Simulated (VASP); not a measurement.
An input for Ansatz (written as the equivalent of a VASP run, and not itself run):

Ansatz 0.2 input:
```yaml
crystal:
  lattice:
    - [2.8900000, 0.0000000, 0.0000000]
    - [0.0000000, 2.8900000, 0.0000000]
    - [0.0000000, 0.0000000, 2.8900000]
  atoms:
    - { symbol: Al, position: [0.5000000, 0.5000000, 0.5000000] }
    - { symbol: Ni, position: [0.0000000, 0.0000000, 0.0000000] }
kpoints:
  mp_grid: { grid: [11, 11, 11] }
hamiltonian:
  xc: pbe
  pseudopotentials: { kind: paw }
  hubbard:
    sites:
      - { species: Ni, l: d, u_eff: 8 }
scf:
  occupations: { method: methfessel_paxton, width: 0.1 }
  max_iter: 100
output: { forces: true, stress: true, eigenvalues: true }
```

Task: Translate this input to VASP (INCAR, KPOINTS, POSCAR, choice of POTCAR).

Result: Several could match; the one computed here: 
**INCAR**
```
! general
SYSTEM   =NiAl
PREC     =Accurate
ENCUT    =400
LREAL    =F
LASPH    =T

! electronic loop
EDIFF    =1E-6
NELM     =100
ALGO     =Normal
LMAXMIX  =4

! smearing
ISMEAR   =1
SIGMA    =0.1

! functional
GGA      =PE

! DFT+U
LDAU     =T
LDAUTYPE =2
LDAUL    =-1 2
LDAUU    =0 8.0
LDAUJ    =0 0
LDAUPRINT=1

! ions
ISIF     =2

! output
LWAVE    =F
LCHARG   =F
LORBIT   =10
```

**KPOINTS**
```
Automatic mesh
0
Gamma
11 11 11
0 0 0
```

**POSCAR**
```
NiAl
1.0
  2.8900000000   0.0000000000   0.0000000000
  0.0000000000   2.8900000000   0.0000000000
  0.0000000000   0.0000000000   2.8900000000
Al Ni
1 1
Cart
  1.4450000000   1.4450000000   1.4450000000
  0.0000000000   0.0000000000   0.0000000000
```

POTCAR, in this order: Al Ni (PBE.64 set). Program: vasp_std.

Limits of the translation: each code has its own PAW files, so the cut-off isn't converted (ENCUT is set for VASP's; basis.ecutwfc is left out, and Ansatz then takes the one that its files recommend); Ansatz stops its SCF on the density residual and VASP on the energy change (EDIFF); the +U projectors differ, so the same U acts differently.

The compound is NiAl in the CsCl type structure. The cell was not relaxed at this level. The run is one of a series of settings (LDAU = .TRUE., LDAUJ = 0 0, LDAUL = -1 2, LDAUTYPE = 2, LDAUU = 0 8.0 against the base run), some of them coarse on purpose.
